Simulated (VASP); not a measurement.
Level of theory: PBEsol GGA, VASP's PBE PAW potentials (set 64) (plane waves; VASP).

Input for VASP

### POSCAR
```
MnO2
1
    4.2678834116     0.0000000000     0.0000000000
    0.0000000000     4.2678834116     0.0000000000
    0.0000000000     0.0000000000     2.7750754673
Mn O
2 4
Direct
  0.0000000000   0.0000000000   0.0000000000
  0.5000000000   0.5000000000   0.5000000000
  0.3017713490   0.3017713490   0.0000000000
  0.8017713490   0.1982286510   0.5000000000
  0.1982286510   0.8017713490   0.5000000000
  0.6982286510   0.6982286510   0.0000000000
```

### KPOINTS
```
Automatic
0
gamma
 7 7 11
```

INCAR:
```
ALGO  =  Normal
EDIFF  =  1E-6
EDIFFG  =  -0.02
ENCUT  =  620
GGA  =  PS
IBRION  =  2
ISIF  =  3
ISMEAR  =  1
ISPIN  =  2
LASPH  =  .TRUE.
LCHARG  =  .FALSE.
LMAXMIX  =  4
LORBIT  =  10
LREAL  =  .FALSE.
LWAVE  =  .FALSE.
MAGMOM  =  2.4 -2.4 -0.0 2*0.0 -0.0
NELM  =  100
NSW  =  40
PREC  =  Accurate
PSTRESS  =  300
SIGMA  =  0.1
SYSTEM  =  MnO2
```

POTCAR, in this order: Mn_pv O (PBE.64 set). Program: vasp_std.

Energy and stress use the plane-wave basis of the starting cell.

Q: Predict the energy per atom (σ→0), cell moment, volume per atom, band gap (on the k-mesh).

A: 
```json
{
  "energy per atom (σ→0)": "-806.8 kJ/mol of atoms",
  "cell_moment": "0.00 μB",
  "band gap (on the k-mesh)": "none (metal, semimetal or under 0.01 eV)",
  "volume_per_atom": "8.19 Å³/atom"
}
```

### OSZICAR
```
...
       N       E                     dE             d eps       ncg     rms          rms(c)
DAV:   1    -0.501746065042E+02   -0.60722E-02   -0.19769E-01  7200   0.310E+00    0.264E-01
DAV:   2    -0.501748406857E+02   -0.23418E-03   -0.80539E-03  8198   0.967E-01    0.229E-01
DAV:   3    -0.501745981416E+02    0.24254E-03   -0.10072E-03  8740   0.458E-01    0.101E-01
DAV:   4    -0.501745242491E+02    0.73893E-04   -0.28638E-04  7982   0.136E-01    0.408E-02
DAV:   5    -0.501745242827E+02   -0.33619E-07   -0.44569E-05  8072   0.484E-02    0.243E-02
DAV:   6    -0.501745234543E+02    0.82838E-06   -0.50297E-06  6356   0.303E-02
   6 F= -.40969559E+02 E0= -.40969272E+02  d E =-.108127E-02  mag=    -0.0000
```

The compound is MnO2 in the rutile structure. This run relaxes it under an external pressure of 30 GPa. Symmetry was kept, so distortions that lower it aren't found.
